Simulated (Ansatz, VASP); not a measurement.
**AlRu: VASP beside Ansatz**

Wanted: the spread between two codes on one cell, functional and k mesh. The cell is taken from a series of runs on this material, whose earlier steps may have relaxed, scaled, displaced or heated it; both programs get it as it stands.

Main program and level: Ansatz 0.2.0; plane waves, with VASP 6.6.1 beside it; zone-centre phonons at LDA.

### 1. The structure

Symmetry: Pm-3m, No. 221, cubic system. The conventional cell has a = 2.893 Å, b = 2.893 Å, c = 2.893 Å, α = 90.00°, β = 90.00°, γ = 90.00°. Al has 8 Ru at 2.51 Å nearest. Nearest to Ru lie 8 Al at 2.51 Å. Farther neighbours are not listed.

### 2. Ansatz: zone-centre phonons, LDA, pair 1

Ansatz runs on its PAW soft_1 files.

Second derivatives magnify differences that forces hide, and they need a tight electronic threshold.

input.yaml

```yaml
crystal:
  lattice:
    - [2.89334311, 0.0, 0.0]
    - [0.0, 2.89334311, 0.0]
    - [0.0, 0.0, 2.89334311]
  atoms:
    - { symbol: Al, position: [0.0, 0.0, 0.0] }
    - { symbol: Ru, position: [0.5, 0.5, 0.5] }
kpoints:
  mp_grid: { grid: [16, 16, 16] }
hamiltonian:
  xc: lda
  pseudopotentials: { kind: paw, azcp: { folder: soft_1 }, xc_functional: pbe }
scf:
  occupations: { method: methfessel_paxton, width: 0.2 }
output:
  eigenvalues: true
phonons:
  method: dfpt
```

Started as:

```sh
$ ansatz run input.yaml --threads 4 --pin off --max-ram 10240MiB --backend cpu --events-out ev --progress --plain --runs-dir out
```

Numbers of over 12 decimals in the logs are rounded to 6 here.

Log:

```text
Engine: ansatz 0.2.0, aarch64-unknown-linux-gnu
Pseudopotentials: kind: paw
Pseudopotential: Al, paw, valence charge 3, recommended cutoff 420 eV (normal), soft_1/Al.paw.azcp
Pseudopotential: Ru, paw, valence charge 16, recommended cutoff 420 eV (normal), soft_1/Ru.paw.azcp
Functional definition: SPW92
  exchange = slater_x
  correlation = pw_c
Crystal: 2 atoms, lattice volume = 24.221 Å³
Basis set: ecut = 420 eV, 461 PW (Γ), exchange–correlation on 40×40×40 points (8 copies of the dense FFT grid, shifted against one another)
Bands: 14, of which v1, the nominal top of the filled ones, is band 10 counted from 1 (9 counted from 0)
Symmetry: 48 space group operations
k-points: 405 of 4096 (irreducible under 8 space group operations, time reversal used)
Non-local potential: Al, projectors of the file, l = 0: 2, l = 1: 2, l = 2: 1
Non-local potential: Ru, projectors of the file, l = 0: 3, l = 1: 2, l = 2: 2, l = 3: 1
PAW form: soft (Blöchl's): semilocal exchange-correlation on the pseudo side does not see the compensation charge
PAW frozen core: Al, regenerated for the run's functional, and the local potential with it (the file was generated under x = pbe(κ = 0.804, μ = 0.219515), c = pbe(β = 0.066725))
PAW frozen core: Ru, regenerated for the run's functional, and the local potential with it (the file was generated under x = pbe(κ = 0.804, μ = 0.219515), c = pbe(β = 0.066725))
PAW one-centre angular grid: Al, 110 points (default); XC on 64 Gauss nodes
PAW one-centre angular grid: Ru, 590 points (default); XC on 64 Gauss nodes
Initial density: superposition of atomic densities (chi_scale 0.1, normalization cell, long waves kept (reshape's long-wave potential 0.00 eV rms))
Initial wavefunctions: pseudopotential atomic-orbital guess
Functional: x = slater, c = lda
SCF iter   1: F=—  HF=-6273.480630 eV  |F-HF|=—  |Δ(HF+E_count)|=         —  Δρ=1.20e-1  dr2=3.93e0  ethr=3.10e-3  ⟨swp⟩=4.9  Hψ=28529  notcnv=0
preconditioner: auto → none  [metal: Δε(μ)=0.002 eV  Ē_g=9.588 eV  σ=0.200 eV  W_gap=0.01  n_scr=6 (ndim 8)  ℏωp=25.0 eV  f_vac=0.000  D(μ)=1.19/eV (n_scr^D=6)  sad-step TF]
SCF iter   2: F=—  HF=-6272.781510 eV  |F-HF|=—  |Δ(HF+E_count)|=   6.99e-1  S|Δr|=    0.00e0  Δρ=7.05e-2  dr2=1.42e0  ethr=3.10e-3  ⟨swp⟩=2.9  Hψ=12767  notcnv=0  defer=37
SCF iter   3: F=—  HF=-6272.423541 eV  |F-HF|=—  |Δ(HF+E_count)|=   3.58e-1  S|Δr|=    0.00e0  Δρ=3.95e-3  dr2=3.66e-3  ethr=3.10e-3  ⟨swp⟩=2.1  Hψ=9323  notcnv=0  defer=37
SCF iter   4: F=—  HF=-6272.423281 eV  |F-HF|=—  |Δ(HF+E_count)|=   2.60e-4  S|Δr|=    0.00e0  Δρ=4.72e-4  dr2=1.78e-5  ethr=1.92e-5  ⟨swp⟩=1.2  Hψ=9034  notcnv=0  defer=37
SCF iter   5: F=—  HF=-6272.423291 eV  |F-HF|=—  |Δ(HF+E_count)|=   9.75e-6  S|Δr|=    0.00e0  Δρ=4.06e-5  dr2=1.05e-7  ethr=9.39e-8  ⟨swp⟩=2.2  Hψ=9200  notcnv=0  defer=37
SCF iter   6: F=—  HF=-6272.423291 eV  |F-HF|=—  |Δ(HF+E_count)|=   4.46e-7  S|Δr|=    0.00e0  Δρ=4.95e-6  dr2=4.68e-9  ethr=5.50e-10  ⟨swp⟩=2.6  Hψ=10000  notcnv=0  defer=37
SCF iter   7: F=—  HF=-6272.423291 eV  |F-HF|=—  |Δ(HF+E_count)|=   1.42e-9  S|Δr|=    0.00e0  Δρ=3.07e-7  dr2=1.49e-11  ethr=2.46e-11  ⟨swp⟩=2.3  Hψ=8782  notcnv=0  defer=37
SCF iter   8: F=-6272.423291 eV  HF=-6272.423291 eV  |F-HF|=0.00e0  |Δ(HF+E_count)|=    0.00e0  S|Δr|=    0.00e0  Δρ=3.73e-8  dr2=1.22e-13  ethr=1.00e-12  ⟨swp⟩=5.4  Hψ=20961  notcnv=0
SCF 1 converged in 8 iterations: F = -6272.423291 eV  dr2 = 1.22e-13
  greatest PAW one-centre occupation: 1.000 electrons in one spin orbital (limit 2), on the Ru atom at site 1 (counted from 0), in its partial waves of l = 0
DFPT response loops at Γ: preconditioner auto → Kerker (q_TF=auto, 2.620 Å⁻¹) (partly filled bands, converged f_vac=0.000); β = 1.00, the filter's whole step (`scf.mixing.beta` (0.50) is not read by the response loops under this deck's `scf.mixing.preconditioner`; to damp them name `kerker` or `kerker_dos`, under which they read `scf.mixing.beta`, and type it under 1.00, their step now; both keys bind the ground state too); Broyden in place of MSR1
SCF converged after 8 iterations
Stability not checked: this state was not tested for a lower state beside it, because cold or Methfessel-Paxton smearing, or corrected tetrahedra, fill the levels in a way that the test cannot read (fill_not_monotonic; see scf.lower_state_search)
Free energy (F): -6272.423291 eV
Harris-Foulkes:  -6272.423291 eV  (|F-HF|=0.00e0)
Internal energy: -6272.421970 eV  (E = F + TS)
E sigma→0 (E₀):  -6272.422961 eV
Entropy (-TS):   -0.001321 eV (-0.660 meV/atom)
Fermi energy:    17.770423 eV
--- Per-component energies (eV) ---
  E_band       = -91.762589
  E_kinetic    = 494.127497
  E_local      = -1721.305788  (includes V_loc(G=0)·N_el)
  E_nonlocal   = 432.608181
  E_hartree    = 624.280612
  E_xc         = -210.589243
  E_vxc        = -249.320494  (∫ρ·V_xc dr)
  E_paw        = -3829.603953  (= ΣΔE_a)
  E_vpaw       = -296.433793  (= ΣTr[D̂ρ^β])
  E_aug_tail   = 0.000596  (compensation charges beyond the density's cutoff)
  E_ewald      = -2062.567273
  E_core_change = 0.627401  (= ΣΔE_core)
  E_smearing   = -0.001321  (= −TS)
  E_closure    = 0.000000  (closes the sum)
  Σ components = -6272.423291   (vs F -6272.423291, Δ=0.00e0)
--- Band table (eV; the first three rows and the last of 405) ---
  k-point 0: bands = [... 6 lower, 13.5794, 17.9703, 17.9703, 17.9703, 24.2789, 24.2789, 24.2789, 29.3289]
  k-point 1: bands = [... 6 lower, 13.6160, 17.8592, 17.8592, 17.9816, 23.8961, 24.4462, 24.4462, 29.1113]
  k-point 2: bands = [... 6 lower, 13.7091, 17.5670, 17.5670, 18.0138, 23.0262, 24.9064, 24.9064, 28.5383]
  k-point 404: bands = [... 6 lower, 12.5428, 19.6390, 19.6390, 20.8690, 22.1225, 22.1225, 22.1225, 27.3073]
--- Phonons (Γ-DFPT): 2 representative perturbations + reference, on 405 of 4096 k-points (Σ response iterations 6) ---
  k mesh reduced under 8 symmetry operations, with k and −k counted as one. Each operation leaves every solved perturbation unchanged. A smaller set is not used because it would not reduce the number of displacements times k-points to solve
  ASR residual: 1.042e-5 → 0.000e0 eV/Å²; symmetrization residual: 1.572e-6 eV/Å²
  ASR residual per site (eV/Å²): 2.23e-6 1.04e-5
  Γ frequencies (cm⁻¹): 0.00 0.00 0.00 365.51 365.51 365.51
  non-analytic LO–TO correction: not included (Born effective charges unavailable; polar crystals: no LO–TO splitting at Γ)
```

### 3. VASP: zone-centre phonons, LDA, pair 1

The same cell, functional (in two slightly different forms), mesh and smearing now go to VASP, with its own data sets.

Lines of VASP's logs that name or quote its potential files are left out, and so is its time.

INCAR

```
SYSTEM = AlRu
PREC = Accurate
ENCUT = 500
EDIFF = 1E-08
NELM = 120
ISMEAR = 1
SIGMA = 0.2
LREAL = .FALSE.
ALGO = Normal
GGA = CA
NBANDS = 14
LASPH = .TRUE.
LORBIT = 11
LWAVE = .FALSE.
LCHARG = .FALSE.
ISIF = 2
IBRION = 8
GGA_COMPAT = .FALSE.
KPAR = 2
```

POSCAR

```
AlRu
1.0
    2.8933431100      0.0000000000      0.0000000000
    0.0000000000      2.8933431100      0.0000000000
    0.0000000000      0.0000000000      2.8933431100
Al Ru
1 1
Direct
    0.0000000000      0.0000000000      0.0000000000
    0.5000000000      0.5000000000      0.5000000000
```

KPOINTS

```
Automatic mesh
0
Gamma
16 16 16
0 0 0
```

Potentials, in the order of the species: Al and Ru_pv (LDA family, release 64).

Started as:

```sh
$ mpirun -np 2 vasp_std
```

Log:

```text
[banner, memory and clock lines left out]
running    2 mpi-ranks, on    1 nodes
 distrk:  each k-point on    1 cores,    2 groups
 distr:  one band on    1 cores,    1 groups

 POSCAR found type information on POSCAR AlRu
 POSCAR found :  2 types and       2 ions
 LDA part: xc-table for (Slater(with rela. corr.)+CA(PZ))
 , standard interpolation
 POSCAR, INCAR and KPOINTS ok, starting setup
 FFT: planning ... GRIDC
 FFT: planning ... GRID_SOFT
 FFT: planning ... GRID
 WAVECAR not read
 entering main loop
       N       E                     dE             d eps       ncg     rms          rms(c)
DAV:   1     0.115475698345E+03    0.11548E+03   -0.92790E+03  4732   0.111E+03
DAV:   2    -0.148800876445E+02   -0.13036E+03   -0.12438E+03  5142   0.323E+02
DAV:   3    -0.167935043366E+02   -0.19134E+01   -0.19042E+01  5604   0.414E+01
DAV:   4    -0.168076723982E+02   -0.14168E-01   -0.14162E-01  5836   0.361E+00
DAV:   5    -0.168079205394E+02   -0.24814E-03   -0.24805E-03  5904   0.400E-01    0.154E+01
DAV:   6    -0.161748889402E+02    0.63303E+00   -0.24232E+00  5094   0.183E+01    0.286E+00
DAV:   7    -0.161174716809E+02    0.57417E-01   -0.16871E-01  5046   0.482E+00    0.267E+00
DAV:   8    -0.160979811713E+02    0.19491E-01   -0.18486E-02  5802   0.100E+00    0.219E-01
DAV:   9    -0.160978777482E+02    0.10342E-03   -0.53086E-04  5830   0.128E-01    0.137E-01
DAV:  10    -0.160978659912E+02    0.11757E-04   -0.33238E-05  5610   0.686E-02    0.172E-02
DAV:  11    -0.160978649744E+02    0.10168E-05   -0.43920E-06  5838   0.262E-02    0.647E-03
DAV:  12    -0.160978649173E+02    0.57079E-07   -0.92754E-08  5858   0.311E-03    0.257E-04
DAV:  13    -0.160978649165E+02    0.86675E-09   -0.21477E-09  4410   0.456E-04
   1 F= -.16097865E+02 E0= -.16097417E+02  d E =-.134339E-02
 Linear response reoptimize wavefunctions to high precision
DAV:   1    -0.160978649166E+02   -0.91859E-10   -0.22667E-10  4454   0.152E-04
 Linear response DOF=           2
 Linear response progress:
  Degree of freedom:   1/  2
       N       E                     dE             d eps       ncg     rms          rms(c)
RMM:   1    -0.700883493269E-02   -0.70088E-02    0.39356E-03 20384   0.125E+00
RMM:   2    -0.637845323070E-02    0.63038E-03   -0.43150E-04 16919   0.160E-01    0.664E-02
RMM:   3    -0.630301452732E-02    0.75439E-04   -0.19239E-04 16776   0.884E-02    0.310E-02
RMM:   4    -0.637310694502E-02   -0.70092E-04   -0.99340E-05 17938   0.587E-02    0.732E-03
RMM:   5    -0.637831367943E-02   -0.52067E-05   -0.28462E-06 17106   0.162E-02    0.201E-03
RMM:   6    -0.638293939939E-02   -0.46257E-05   -0.29699E-07 19464   0.452E-03    0.740E-04
RMM:   7    -0.638130352381E-02    0.16359E-05   -0.31293E-08 18157   0.132E-03    0.106E-04
RMM:   8    -0.638142308868E-02   -0.11956E-06   -0.48243E-09 18912   0.339E-04    0.811E-05
RMM:   9    -0.638149363288E-02   -0.70544E-07   -0.60062E-11 20285   0.933E-05    0.143E-05
RMM:  10    -0.638149809899E-02   -0.44661E-08   -0.88887E-10 19499   0.401E-05    0.448E-06
 first order change of Fermi-energy  -0.19581E-03
 force on displaced ion       1 direction 1 : -10.636   0.000  -0.000
 Linear response progress:
  Degree of freedom:   2/  2
       N       E                     dE             d eps       ncg     rms          rms(c)
RMM:   1    -0.527920508960E+00   -0.52792E+00    0.41496E+00 11961   0.641E+01
RMM:   2    -0.638073751052E+00   -0.11015E+00   -0.11569E-01 16816   0.304E+00    0.161E-01
RMM:   3    -0.638183767327E+00   -0.11002E-03   -0.21321E-03 19399   0.368E-01    0.906E-02
RMM:   4    -0.637745688996E+00    0.43808E-03   -0.21331E-04 19424   0.137E-01    0.212E-02
RMM:   5    -0.637669939075E+00    0.75750E-04   -0.15344E-05 20685   0.338E-02    0.990E-03
RMM:   6    -0.637618156365E+00    0.51783E-04   -0.14619E-06 20922   0.967E-03    0.795E-04
RMM:   7    -0.637619501595E+00   -0.13452E-05   -0.31109E-07 21704   0.227E-03    0.324E-04
RMM:   8    -0.637621681222E+00   -0.21796E-05   -0.99863E-08 21940   0.782E-04    0.133E-04
RMM:   9    -0.637622498777E+00   -0.81755E-06   -0.89549E-08 22135   0.392E-04    0.618E-05
RMM:  10    -0.637623714643E+00   -0.12159E-05   -0.41114E-08 22369   0.257E-04    0.687E-06
RMM:  11    -0.637623610489E+00    0.10415E-06   -0.28522E-08 24206   0.145E-04    0.344E-06
RMM:  12    -0.637623532482E+00    0.78007E-07   -0.19215E-08 24143   0.108E-04    0.803E-07
RMM:  13    -0.637623522888E+00    0.95940E-08   -0.12414E-08 24056   0.890E-05    0.702E-07
 first order change of Fermi-energy   0.21277E-02
 force on displaced ion       2 direction 1 : -10.635   0.000   0.000
 Linear response finished
```

From OUTCAR (step 3):

```text
ion  position               nearest neighbor table
   1  0.000  0.000  0.000-   2 2.51   2 2.51   2 2.51   2 2.51   2 2.51   2 2.51   2 2.51   2 2.51

  LATTYP: Found a simple cubic cell.
 ALAT       =     2.8933431100

 Subroutine GETGRP returns: Found 48 space group operations
 (whereof 48 operations were pure point group operations)

The static configuration has the point symmetry O_h .

 Found    165 irreducible k-points:

   k-points           NKPTS =    165   k-points in BZ     NKDIM =    165   number of bands    NBANDS=     14

   dimension x,y,z NGX =    24 NGY =   24 NGZ =   24
   dimension x,y,z NGXF=    48 NGYF=   48 NGZF=   48

   ENCUT  =  500.0 eV  36.75 Ry    6.06 a.u.   5.28  5.28  5.28*2*pi/ulx,y,z

   NELECT =      17.0000    total number of electrons

 k-points in reciprocal lattice and weights: Automatic mesh
   0.00000000  0.00000000  0.00000000       0.000
   0.06250000  0.00000000  0.00000000       0.001
   0.12500000  0.00000000  0.00000000       0.001
   0.18750000  0.00000000  0.00000000       0.001
   0.25000000  0.00000000  0.00000000       0.001
   0.31250000  0.00000000  0.00000000       0.001
   0.37500000  0.00000000  0.00000000       0.001
   0.43750000  0.00000000  0.00000000       0.001
   0.50000000  0.00000000  0.00000000       0.001
[...]
0.50000000  0.50000000  0.43750000       0.001
   0.50000000  0.50000000  0.50000000       0.000

 average (electrostatic) potential at core
       1 -65.1613       2 -66.9644

  Total        2.6108338      2.6108338      2.6108338     -0.0000000     -0.0000000      0.0000000
  in kB      172.6990711    172.6990711    172.6990711     -0.0000000     -0.0000000      0.0000000
  external PRESSURE =     172.6990711 kB  Pullay stress =       0.0000000 kB

  energy-cutoff  :      500.00
  volume of cell :       24.22
      direct lattice vectors                 reciprocal lattice vectors
     2.893343110  0.000000000  0.000000000     0.345620952  0.000000000  0.000000000
     0.000000000  2.893343110  0.000000000     0.000000000  0.345620952  0.000000000
     0.000000000  0.000000000  2.893343110     0.000000000  0.000000000  0.345620952

 POSITION                                       TOTAL-FORCE (eV/Angst)
 -----------------------------------------------------------------------------------
      0.00000      0.00000      0.00000         0.000000      0.000000      0.000000
      1.44667      1.44667      1.44667         0.000000      0.000000      0.000000
 -----------------------------------------------------------------------------------
    total drift:                                0.000000     -0.000000     -0.000000

 Eigenvectors and eigenvalues of the dynamical matrix
 ----------------------------------------------------

   1 f  =   11.048264 THz    69.418290 2PiTHz  368.530417 cm-1    45.691928 meV
             X         Y         Z           dx          dy          dz
      0.000000  0.000000  0.000000     0.000002   -0.888431   -0.000000
      1.446672  1.446672  1.446672    -0.000001    0.459010    0.000000

   2 f  =   11.048264 THz    69.418290 2PiTHz  368.530417 cm-1    45.691928 meV
             X         Y         Z           dx          dy          dz
      0.000000  0.000000  0.000000    -0.000000   -0.000000    0.888431
      1.446672  1.446672  1.446672     0.000000    0.000000   -0.459010

   3 f  =   11.048264 THz    69.418290 2PiTHz  368.530417 cm-1    45.691928 meV
             X         Y         Z           dx          dy          dz
      0.000000  0.000000  0.000000    -0.888431   -0.000002   -0.000000
      1.446672  1.446672  1.446672     0.459010    0.000001    0.000000

   4 f/i=    0.000207 THz     0.001303 2PiTHz    0.006915 cm-1     0.000857 meV
             X         Y         Z           dx          dy          dz
      0.000000  0.000000  0.000000    -0.458833   -0.012729   -0.000000
      1.446672  1.446672  1.446672    -0.888090   -0.024637    0.000000

   5 f/i=    0.000207 THz     0.001303 2PiTHz    0.006915 cm-1     0.000857 meV
             X         Y         Z           dx          dy          dz
      0.000000  0.000000  0.000000     0.000000    0.000000   -0.459010
      1.446672  1.446672  1.446672    -0.000000    0.000000   -0.888431

   6 f/i=    0.000207 THz     0.001303 2PiTHz    0.006915 cm-1     0.000857 meV
             X         Y         Z           dx          dy          dz
      0.000000  0.000000  0.000000    -0.012729    0.458833    0.000000
      1.446672  1.446672  1.446672    -0.024637    0.888090    0.000000

 ELASTIC MODULI CONTR FROM IONIC RELAXATION (kBar)
 Direction    XX          YY          ZZ          XY          YZ          ZX
 --------------------------------------------------------------------------------
 XX           0.0000      0.0000      0.0000      0.0000      0.0000      0.0000
 YY           0.0000      0.0000      0.0000      0.0000      0.0000      0.0000
 ZZ           0.0000      0.0000      0.0000      0.0000      0.0000      0.0000
 XY           0.0000      0.0000      0.0000      0.0000      0.0000      0.0000
 YZ           0.0000      0.0000      0.0000      0.0000      0.0000      0.0000
 ZX           0.0000      0.0000      0.0000      0.0000      0.0000      0.0000
 --------------------------------------------------------------------------------
```

This run has no spin polarisation. Its electron count is odd, so without a moment it is a metal by construction.

### 4. Comparison

Known differences besides the potentials themselves: the two LDA forms differ slightly; the data sets hold 19 valence electrons in Ansatz (on its PAW soft_1 files) and 17 in VASP; the cutoff is 420 eV in Ansatz and 500 eV in VASP; VASP's log shows a relativistic correction to its local exchange, Ansatz's none. Total energies have different zeros and are not compared.

The two programs side by side:

```csv
quantity,Ansatz,VASP,difference
optical mode 1 to 3 (cm⁻¹),365.5,368.5,-0.82 %
```

Modes are paired by rising frequency, not by their patterns, so a pair may set unlike modes beside each other; they are those without the splitting of longitudinal modes.

(Part 1 of 2 ends here.)

[Lines on the potential files, build, host, timing and source positions are cut from VASP's logs without a mark.]

[Logs are printed without paths, hosts, clocks, repeated set-up lines and the standing remarks that a program may print on its own settings, such as how far it seeks lower states.]

[Hosts, paths, dates, database ids (printed as entryN), source tags and the programs' standing remarks are cut or masked in the printed files.]
